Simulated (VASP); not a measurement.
Data:

```yaml
crystal:
  lattice:
    - [0.00000, 2.58907, 2.58907]
    - [2.58907, 0.00000, 2.58907]
    - [2.58907, 2.58907, 0.00000]
  atoms:
    - { symbol: Mg, position: [0.00000, 0.00000, 0.00000] }
    - { symbol: S, position: [0.50000, 0.50000, 0.50000] }
```

Computed with PBEsol GGA, VASP's PBE PAW potentials (set 64) (plane waves; VASP). Settings: 480 eV cut-off, 8×8×8 Γ-centred mesh, Gaussian smearing of 0.050 eV, potentials Mg S.

Stress in GPa, positive for a compressed cell; the cube axes lie along x, y and z, and the ions stay on their sites.

```json
[
 {"strain": "none", "σxx": "-0.03", "σyy": "-0.03", "σzz": "-0.03"},
 {"strain": "εxx = -1.0 %, εyy = -1.0 %, εzz = -1.0 %", "σxx": "2.50", "σyy": "2.50", "σzz": "2.50"},
 {"strain": "εxx = +0.5 %", "σxx": "-0.77", "σyy": "-0.23", "σzz": "-0.23"},
 {"strain": "εxx = +0.5 %, εyy = +0.5 %, εzz = +0.5 %", "σxx": "-1.17", "σyy": "-1.17", "σzz": "-1.17"}
]
```

Problem. Fit C11 and C12 to these rows, and predict the stress for εxx = -3.0 %, εyy = -3.0 %, εzz = -3.0 %.

Solution. Least squares on Δσ_i = −C11 ε_i − C12 (ε_j + ε_k) over all components shown gives C11 = 155 GPa and C12 = 47 GPa, and so σxx, σyy, σzz = 7.40, 7.40, 7.40 GPa. The run gave 8.67, 8.67, 8.67 GPa; the difference holds the non-linear terms and numerical noise.

Left out are shears, moved atoms, failed runs and, from the fit, strains over 2.5 %.

The compound is MgS in the rock salt structure.
